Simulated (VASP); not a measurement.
Energy against volume of InP (zinc blende). Calculation: AM05 GGA, VASP's PBE PAW potentials (set 64) (plane waves; VASP 6.6.1). Settings: 520 eV cut-off, 8×8×8 Γ-centred mesh, Gaussian smearing of 0.050 eV, potentials In_d P.

```json
[
 {"V (Å³/atom)": "24.738", "E (eV/atom)": "-4.32633"},
 {"V (Å³/atom)": "25.503", "E (eV/atom)": "-4.33149"},
 {"V (Å³/atom)": "26.268", "E (eV/atom)": "-4.32734"},
 {"V (Å³/atom)": "27.033", "E (eV/atom)": "-4.31533"}
]
```

Question: Fit these four points and predict the energy of the run at 23.973 Å³/atom.

Answer: A cubic in V^(−2/3), the third-order Birch-Murnaghan form, passes through the four points with V0 = 25.52 Å³/atom and B0 = 65 GPa, and gives -4.3101 eV/atom there. The run gave -4.3102 eV/atom, -0.0 meV/atom from the fit; all five points give B0 = 65 GPa.

The compound is InP in the zinc blende structure. It was relaxed first.
